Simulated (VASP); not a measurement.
Consider the following.

```
S2Si
1.0
   -2.77189     2.77189     4.35666
    2.77189    -2.77189     4.35666
    2.77189     2.77189    -4.35666
Si S
2 4
Direct
  0.75000   0.25000   0.50000
  0.00000   0.00000   0.00000
  0.09278   0.12500   0.46778
  0.87500   0.34278   0.96778
  0.65722   0.62500   0.53222
  0.37500   0.90722   0.03222
```

These are r2SCAN meta-GGA, VASP's PBE PAW potentials (set 64) (plane waves; VASP 6.6.1) values and carry that method's errors. Numerical set-up: 400 eV cut-off, 6×6×6 Γ-centred mesh, tetrahedra with Blöchl corrections, potentials Si S.

**Question.** Predict the energy per atom (σ→0), band gap (over mesh and band path) with the smallest direct gap where there is one.

**Answer.** 
```
Item                                                   Result
---------------------------------------------  --------------
band gap (over mesh and band path)                    3.55 eV
smallest direct gap (over mesh and band path)         3.71 eV
energy per atom (σ→0)                          -9.010 eV/atom
```

Only differences to runs with the same potentials and settings are physical.

The structure comes from a computed database's SiS2 entry (I-42d); how it stands against other phases isn't given here. It was relaxed first.
